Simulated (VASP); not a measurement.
# Osmium: cell size against the level of theory, part 3 of 3

How close do the usual functionals, with and without dispersion, come to the cell of Osmium? LASPH is on for some levels and off for others; the table marks which. The start is a cell from a database of measured crystal structures.

VASP 6.6.1, plane waves and PAW; the level of theory is named at each step.

Still holding for the runs below: The k-mesh is coarse for a metal.

So far. Step 6 (Relaxation with PBE + D3(BJ)): It ends at 14.01 Å³/atom, +0.2 % from the start, with -0.03 GPa left. The conventional cell has a = 2.734 and c = 4.327 Å. Against plain PBE, the dispersion term moves a by -0.6 % and c by -0.6 %. Step 7 (Relaxation with r2SCAN + rVV10): It ends at 13.99 Å³/atom, under 0.05 % from the start, with -0.04 GPa left. The conventional cell has a = 2.734 and c = 4.322 Å. Against plain r2SCAN, the dispersion term moves a by -0.1 % and c by -0.1 %.

### Step 8. Relaxation with PBEsol + D3(BJ) (continued)

Level of this step: PBEsol with D3(BJ); plane waves and PAW (Os) (VASP).

Parts of OUTCAR (step 8):

```text
 Edisp (eV)   -1.36680

 Edisp (eV)   -1.36794

  Total       0.00014     0.00014     0.00085    -0.00000    -0.00000     0.00000
  in kB       0.00833     0.00833     0.04957    -0.00000    -0.00000     0.00000
  external pressure =        0.02 kB  Pullay stress =        0.00 kB

 POSITION                                       TOTAL-FORCE (eV/Angst)
 -----------------------------------------------------------------------------------
     -0.00000      1.56513      1.07292        -0.000000      0.000000      0.000000
      1.35544      0.78256      3.21875         0.000000     -0.000000      0.000000
 -----------------------------------------------------------------------------------
    total drift:                               -0.000000      0.000000     -0.000000

  FREE ENERGIE OF THE ION-ELECTRON SYSTEM (eV)
  ---------------------------------------------------
  free  energy   TOTEN  =       -25.8711464853 eV

  energy  without entropy=      -25.8615862238  energy(sigma->0) =      -25.86636635

[... 2 parts as in an earlier step ...]

[... 2 further parts left out ...]
[key lines of the parts left out:]
E-fermi :   9.8724
```

It ends at 13.66 Å³/atom, -2.3 % from the start, with 0.00 GPa left. The conventional cell has a = 2.711 and c = 4.292 Å. Against plain PBEsol, the dispersion term moves a by -0.6 % and c by -0.5 %.

### Step 9. Relaxation with optB86b-vdW

This step: optB86b-vdW; plane waves and PAW (Os) (VASP 6.6.1).

optB86b-vdW pairs nonlocal correlation with a less repulsive exchange of B86b form.

File INCAR:

```
SYSTEM = Os
PREC = Accurate
ENCUT = 520
EDIFF = 1E-06
NELM = 100
ISMEAR = -1
SIGMA = 0.05
LREAL = .FALSE.
ALGO = Normal
GGA = MK
AGGAC = 0
LUSE_VDW = .TRUE.
PARAM1 = 0.1234
PARAM2 = 1
LASPH = .TRUE.
NBANDS = 14
LORBIT = 11
LWAVE = .FALSE.
LCHARG = .FALSE.
KPAR = 2
IBRION = 2
NSW = 60
ISIF = 3
EDIFFG = -0.01
```

File POSCAR:

```
Os
1.0
    2.7341000000      0.0000000000      0.0000000000
   -1.3670500000      2.3678000565      0.0000000000
    0.0000000000      0.0000000000      4.3197000000
Os
2
Direct
    0.3333333333      0.6666666667      0.2500000000
    0.6666666667      0.3333333333      0.7500000000
```

File KPOINTS:

```
Automatic mesh
0
Gamma
9 9 5
0 0 0
```

PAW data sets: Os (PBE family, release 64).

The run is started by

```bash
$ mpirun -np 2 vasp_std
```

Output:

```text
[banner, memory and clock lines left out]
running    2 mpi-ranks, on    1 nodes
[...]
[... a notice as in an earlier step ...]

 [... a notice as in an earlier step ...]

 LDA part: xc-table for (Slater+PW92), standard interpolation
 POSCAR, INCAR and KPOINTS ok, starting setup
[...]
entering main loop
       N       E                     dE             d eps       ncg     rms          rms(c)
DAV:   1     0.109489850579E+03    0.10949E+03   -0.75353E+03  1008   0.110E+03
DAV:   2    -0.136692368161E+02   -0.12316E+03   -0.10898E+03  1044   0.349E+02
DAV:   3    -0.194185146735E+02   -0.57493E+01   -0.54557E+01  1272   0.652E+01
DAV:   4    -0.194828459640E+02   -0.64331E-01   -0.64178E-01  1146   0.708E+00
[...]
DAV:  11    -0.180946458323E+02    0.21927E-04   -0.50806E-06  1146   0.233E-02    0.434E-03
DAV:  12    -0.180946446356E+02    0.11967E-05   -0.16845E-07   684   0.379E-03    0.148E-03
DAV:  13    -0.180946444475E+02    0.18808E-06   -0.14343E-08   546   0.124E-03
   1 F= -.18094644E+02 E0= -.18089839E+02  d E =-.180946E+02
[... from here on, the cycles between the ionic steps are left out ...]
   2 F= -.17989099E+02 E0= -.17984043E+02  d E =0.105545E+00
   3 F= -.18100746E+02 E0= -.18095902E+02  d E =-.610193E-02
   4 F= -.18100751E+02 E0= -.18095907E+02  d E =-.610647E-02
[...]
reached required accuracy - stopping structural energy minimisation
```

Elapsed: 31 s, on 2 MPI ranks of AMD EPYC 9R45, shared host; peak memory 0.47 GiB.

From OUTCAR (step 9):

```text
  Total       -0.0175337     -0.0175337      0.0176363      0.0000000     -0.0000000      0.0000000
  in kB       -0.9918358     -0.9918358      0.9976395      0.0000000     -0.0000000      0.0000000
  external PRESSURE =      -0.3286774 kB  Pullay stress =       0.0000000 kB

 POSITION                                       TOTAL-FORCE (eV/Angst)
 -----------------------------------------------------------------------------------
     -0.00000      1.58476      1.08519         0.000000     -0.000000      0.000000
      1.37244      0.79238      3.25557        -0.000000      0.000000      0.000000
 -----------------------------------------------------------------------------------
    total drift:                               -0.000000      0.000000     -0.000000

  FREE ENERGIE OF THE ION-ELECTRON SYSTEM (eV)
  ---------------------------------------------------
  free  energy   TOTEN  =       -18.1007509198 eV

  energy  without entropy=      -18.0910633959  energy(sigma->0) =      -18.09590716

[... 2 parts as in an earlier step ...]

[... 2 further parts left out ...]
[key lines of the parts left out:]
E-fermi :   9.3864
```

It ends at 14.16 Å³/atom, +1.3 % from the start, with -0.03 GPa left. The conventional cell has a = 2.745 and c = 4.341 Å.

### Step 10. The cells as a table

This step: relaxed cells at several levels; plane waves and PAW (VASP 6.6.1).

No new run; the numbers come from the runs before.

Lengths are those of the conventional cell; cost is the wall time of each run, as given at its step, times its ranks, without the set-up around it; LASPH differs between rows, which moves results and costs too. Results by level, by row:

```tsv
level	volume (Å³/atom)	change from the start (%)	a (Å)	c (Å)	cost (core minutes)	LASPH
LDA	13.82	-1.2	2.722	4.307	0.3	off
PBEsol	13.89	-0.6	2.727	4.314	0.3	off
PBE	14.26	2	2.751	4.351	0.247	off
r2SCAN	14.04	0.4	2.737	4.326	0.967	on
PBE + D3(BJ)	14.01	0.2	2.734	4.327	0.32	off
r2SCAN + rVV10	13.99	0	2.734	4.322	1.27	on
PBEsol + D3(BJ)	13.66	-2.3	2.711	4.292	0.4	off
optB86b-vdW	14.16	1.3	2.745	4.341	1.03	on
```

### Step 11. Summary of results

```
volume, LDA             : 13.82 Å³/atom
volume, PBEsol          : 13.89 Å³/atom
volume, PBE             : 14.26 Å³/atom
volume, r2SCAN          : 14.04 Å³/atom
volume, PBE + D3(BJ)    : 14.01 Å³/atom
volume, r2SCAN + rVV10  : 13.99 Å³/atom
volume, PBEsol + D3(BJ) : 13.66 Å³/atom
volume, optB86b-vdW     : 14.16 Å³/atom
```

In words: For Osmium the levels give volumes between 13.66 Å³/atom (PBEsol + D3(BJ)) and 14.26 Å³/atom (PBE), a spread of 4.4 %, while the cost of the finished runs spans a factor of 5.1. Against the volume of the start, a cell from experiment, r2SCAN + rVV10 comes nearest (under 0.05 %) and PBEsol + D3(BJ) lies farthest (-2.3 %); thermal expansion is in that cell alone. Within 2 % of it: LDA, PBEsol, PBE, r2SCAN, PBE + D3(BJ), r2SCAN + rVV10 and optB86b-vdW. The costs hold the number of ionic steps as well as the price of the functional. Against the listed lengths the levels give a from -0.8 % to +0.6 % and c from -0.6 % to +0.7 %. Adding D3(BJ) to PBE changes the volume by -1.8 % (a by -0.6 % and c by -0.6 %). Adding rVV10 to r2SCAN changes the volume by -0.3 % (a by -0.1 % and c by -0.1 %). Adding D3(BJ) to PBEsol changes the volume by -1.7 % (a by -0.6 % and c by -0.5 %). Pairwise corrections of the D and TS kind ignore the screening in a metal, so they may overbind here. Within 0.02 Å all end in space group P6_3/mmc; the runs can't lower the symmetry of the start. The k-sampling is coarse for a metal, so the Fermi level, pressures and the shape of the cell carry errors. Spin-orbit coupling is left out. LASPH is on for some levels and off for others, so differences between them are not the functional's alone. Each is a single relaxation on the plane waves of the start cell, so larger changes of volume carry a basis-set error that was not tested here. Zero-point and thermal expansion are not included.

[Lines on the potential files, build, host, timing and source positions are cut from VASP's logs without a mark.]

[Logs are printed without paths, hosts, clocks, repeated set-up lines and the standing remarks that a program may print on its own settings, such as how far it seeks lower states.]

[Hosts, paths, dates, database ids (printed as entryN), source tags and the programs' standing remarks are cut or masked in the printed files.]

[A measured line is paired with the nearest computed mode of its activity, which favours agreement.]
